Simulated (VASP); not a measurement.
OSZICAR of a VASP run on SnSe (space group Fm-3m):

File OSZICAR:
```
       N       E                     dE             d eps       ncg     rms          rms(c)
DAV:   1     0.110013670080E+03    0.11001E+03   -0.74299E+03    84   0.115E+03
DAV:   2     0.799761345201E+00   -0.10921E+03   -0.10824E+03    90   0.320E+02
DAV:   3    -0.795832075748E+01   -0.87581E+01   -0.87345E+01   114   0.889E+01
DAV:   4    -0.810416645236E+01   -0.14585E+00   -0.14567E+00    90   0.130E+01
DAV:   5    -0.810815232958E+01   -0.39859E-02   -0.39858E-02   122   0.198E+00    0.575E+00
DAV:   6    -0.783573597217E+01    0.27242E+00   -0.56909E-01   104   0.682E+00    0.377E+00
DAV:   7    -0.781369299184E+01    0.22043E-01   -0.14650E-01    98   0.269E+00    0.928E-01
DAV:   8    -0.781205642337E+01    0.16366E-02   -0.10226E-02    90   0.110E+00    0.252E-01
DAV:   9    -0.781187632689E+01    0.18010E-03   -0.81222E-04    84   0.229E-01    0.641E-02
DAV:  10    -0.781187616800E+01    0.15889E-06   -0.27787E-05   114   0.457E-02    0.242E-02
DAV:  11    -0.781187730526E+01   -0.11373E-05   -0.27609E-06    84   0.145E-02    0.661E-03
DAV:  12    -0.781187736368E+01   -0.58422E-07   -0.17220E-07    42   0.538E-03
   1 F= -.78118774E+01 E0= -.77975882E+01  d E =-.285784E-01
```

Question: Which electronic solver shows in the log?

Answer: It is blocked Davidson (ALGO = Normal, or the opening steps of other solvers). The INCAR had ALGO = Normal.

Question: Can the final energy be trusted as converged?

Answer: The run converged. It stopped with EDIFF = 1E-6, NELM = 100 (PBEsol GGA, plane waves, VASP's PBE PAW potentials (set 64)).

The structure comes from a computed database's SnSe entry; how it stands against other phases isn't given here. The cell was not relaxed at this level. The k-mesh is coarse (spacing up to 0.90 per Å, 2π included), so the numbers may not be converged in it. The run is one of a series of settings (KPOINTS 2×2×2 Γ-centred mesh against the base run), some of them coarse on purpose.
